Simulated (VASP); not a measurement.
Input:

```xyz
2
Lattice="0.0000 2.4400 2.4400 2.4400 0.0000 2.4400 2.4400 2.4400 0.0000" Properties=species:S:1:pos:R:3 pbc="T T T"
Y      0.0000     0.0000     0.0000
N      2.4400     2.4400     2.4400
```

Computed with LDA (Ceperley-Alder, Perdew-Zunger), VASP's LDA PAW potentials (set 64) (plane waves; VASP). Settings: 520 eV cut-off, 8×8×8 Γ-centred mesh, Gaussian smearing of 0.050 eV, potentials Y_sv N.

Energy and stress use the plane-wave basis of the starting cell.

Task: The ions, cell shape and volume are relaxed. What does this cell relax into?

Result: 
```xyz
2
Lattice="0.0000 2.4112 2.4112 2.4112 0.0000 2.4112 2.4112 2.4112 0.0000" Properties=species:S:1:pos:R:3 pbc="T T T"
Y      0.0000     0.0000     0.0000
N      2.4112     2.4112     2.4112
```
Space group Fm-3m (225), at a tolerance of 0.03 Å.

Task: How do energy and volume change from the first to the last step?

Result: The energy (σ→0) changes by -10.0 meV/atom and the volume by -3.5 %, in 3 ionic steps.

The compound is YN in the rock salt structure. This run relaxes it. Symmetry was kept, so distortions that lower it aren't found.
